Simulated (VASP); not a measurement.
CuAu (L1_0) is relaxed at rising pressure, each step from the one before. Symmetry mostly holds the structure type, and other phases were not tried. The mesh follows the cell, and a change of mesh leaves a small step in the series.

Space group P4/mmm (No. 123); a = 2.759 Å, b = 2.759 Å, c = 3.634 Å, α = 90.00°, β = 90.00°, γ = 90.00°

```csv
atom,site,symmetry,x,y,z
Cu,1a,4/mmm,0.0000,0.0000,0.0000
Au,1d,4/mmm,0.5000,0.5000,0.5000
```

Computed with LDA (Ceperley-Alder, Perdew-Zunger), VASP's LDA PAW potentials (set 64) (plane waves; VASP). Numerical set-up: 500 eV cut-off, 13×13×10 Γ-centred mesh, first-order Methfessel-Paxton smearing of 0.10 eV, potentials Cu Au.

Unless said otherwise, spin-orbit coupling is left out, though it shifts the bands of the heavy elements here.

```
P (GPa)  V (Å³/atom)  H − H(0) (eV/atom)  space group  gap on the mesh (eV)    k-mesh
-------  -----------  ------------------  -----------  --------------------  --------
0              13.83               0.000       P4/mmm                  0.00  13×13×10
5              13.49               0.427       P4/mmm                  0.00  13×13×10
10                 ?                   ?       P4/mmm                  0.00  13×13×10
20             12.69               1.649       P4/mmm                  0.00  13×13×11
30                 ?                   ?       P4/mmm                  0.00  13×13×11
45             11.81               3.558       P4/mmm                  0.00  14×14×11
```

**Question.** What belongs in the gaps?

**Answer.** 
- 30, V (Å³/atom): 12.30
- 30, H − H(0) (eV/atom): 2.429
- 10, V (Å³/atom): 13.19
- 10, H − H(0) (eV/atom): 0.843

Pressures at which the relaxation failed are left out.

The compound is CuAu in the L1_0 structure.
